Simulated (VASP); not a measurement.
A VASP calculation is set up with these files.

INCAR:
```
! general
SYSTEM  = Mo3Pd
PREC    = Accurate
ENCUT   = 300
LREAL   = .FALSE.   ! projection in real space or not
LASPH   = .TRUE.

! electronic loop
EDIFF   = 1E-6   ! SCF stop (eV)
NELM    = 100   ! most electronic steps
ALGO    = Normal
LMAXMIX = 4   ! l cut-off of mixed one-centre charges

! smearing
ISMEAR  = 0
SIGMA   = 0.05   ! width (eV)

! functional
GGA     = PE   ! PBE

! ions
IBRION  = 2
NSW     = 50
ISIF    = 3   ! ions, shape and volume
EDIFFG  = -0.01

! output
LWAVE   = .FALSE.
LCHARG  = .FALSE.
```

### KPOINTS
```
Automatic mesh
0
Gamma
6 6 6
0 0 0
```

**POSCAR**
```
Mo3Pd
1.0
  3.8981340000   0.0000000000   0.0000000000
  0.0000000000   3.8981340000   0.0000000000
  0.0000000000   0.0000000000   3.8981340000
Mo Pd
3 1
Cart
  0.0000000000   1.9490670000   1.9490670000
  1.9490670000   1.9490670000   0.0000000000
  1.9490670000   0.0000000000   1.9490670000
  0.0000000000   0.0000000000   0.0000000000
```

POTCAR, in this order: Mo_sv Pd (PBE.64 set). Program: vasp_std.

Question: Translate this PBE calculation to Ansatz.

Answer: One equivalent input (not run):
Ansatz 0.2 input:
```yaml
crystal:
  lattice:
    - [3.8981340, 0.0000000, 0.0000000]
    - [0.0000000, 3.8981340, 0.0000000]
    - [0.0000000, 0.0000000, 3.8981340]
  atoms:
    - { symbol: Mo, position: [0.0000000, 0.5000000, 0.5000000] }
    - { symbol: Mo, position: [0.5000000, 0.5000000, 0.0000000] }
    - { symbol: Mo, position: [0.5000000, 0.0000000, 0.5000000] }
    - { symbol: Pd, position: [0.0000000, 0.0000000, 0.0000000] }
kpoints:
  mp_grid: { grid: [6, 6, 6] }
hamiltonian:
  xc: pbe
  pseudopotentials: { kind: paw }
scf:
  occupations: { method: gaussian, width: 0.05 }
  max_iter: 100
relax:
  max_steps: 50
  f_tol: 0.01
  cell: {}
output: { forces: true, stress: true, eigenvalues: true }
```
Limits of the translation: each code has its own PAW files, so the cut-off isn't converted (ENCUT is set for VASP's; basis.ecutwfc is left out, and Ansatz then takes the one that its files recommend); Ansatz stops its SCF on the density residual and VASP on the energy change (EDIFF).

The structure was generated: Mo3Pd was put into an ordered model structure, which need not be its known phase. This run relaxes it. Symmetry was kept, so distortions that lower it aren't found. The run is one of a series of settings (EDIFFG = -0.01, IBRION = 2, ISIF = 3, NSW = 50 against the base run), some of them coarse on purpose.
